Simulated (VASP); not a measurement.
Method: PBE GGA, VASP's PBE PAW potentials (set 64) (plane waves; VASP 6.6.1).

VASP input:

### KPOINTS
```
Automatic mesh
0
Gamma
3 3 3
0 0 0
```

**POSCAR**
```
SnO
1
    3.8937880000     0.0000000000     0.0000000000
    0.0000000000     3.8937880000     0.0000000000
    0.0000000000     0.0000000000     4.9895350000
Sn O
2 2
Direct
  0.0000000000   0.5000000000   0.2353700000
  0.5000000000   0.0000000000   0.7646300000
  0.5000000000   0.5000000000   0.0000000000
  0.0000000000   0.0000000000   0.0000000000
```

INCAR:
```
SYSTEM = SnO
PREC = Accurate; ENCUT = 240; LREAL = .FALSE.
LASPH = .TRUE.
EDIFF = 1E-6; NELM = 100; ALGO = Normal
LMAXMIX = 4
ISMEAR = 0; SIGMA = 0.02
GGA = PE
ISIF = 2
LWAVE = .FALSE.; LCHARG = .FALSE.
```

POTCAR, in this order: Sn_d O (PBE.64 set). Program: vasp_std.

At this cut-off the stress carries a Pulay error, which pulls relaxed volumes low.

**Question.** What does the run give for the energy per atom (σ→0), pressure, largest force?

**Answer.** 
```yaml
energy per atom (σ→0): -5.853 eV/atom
pressure: -51.90 GPa
largest_force: 0.395 eV/Å
```

**OSZICAR**
```
...
DAV:   8    -0.234260581129E+02    0.37686E-01   -0.27778E-01   344   0.337E+00    0.816E-01
DAV:   9    -0.234121228857E+02    0.13935E-01   -0.83873E-02   456   0.230E+00    0.211E-01
DAV:  10    -0.234134790963E+02   -0.13562E-02   -0.81966E-03   328   0.791E-01    0.969E-02
DAV:  11    -0.234132468670E+02    0.23223E-03   -0.13038E-03   456   0.348E-01    0.299E-02
DAV:  12    -0.234132686741E+02   -0.21807E-04   -0.17589E-04   312   0.757E-02    0.248E-02
DAV:  13    -0.234132660337E+02    0.26404E-05   -0.35736E-05   376   0.473E-02    0.346E-03
DAV:  14    -0.234132661024E+02   -0.68711E-07   -0.32553E-06   264   0.166E-02
   1 F= -.23413266E+02 E0= -.23413266E+02  d E =-.281739E-23
```

The structure comes from a computed database's SnO entry; how it stands against other phases isn't given here. The cell was not relaxed at this level. The k-mesh is coarse (spacing up to 0.54 per Å, 2π included), so the numbers may not be converged in it. The run is one of a series of settings (ENCUT = 240, KPOINTS 3×3×3 Γ-centred mesh against the base run), some of them coarse on purpose.
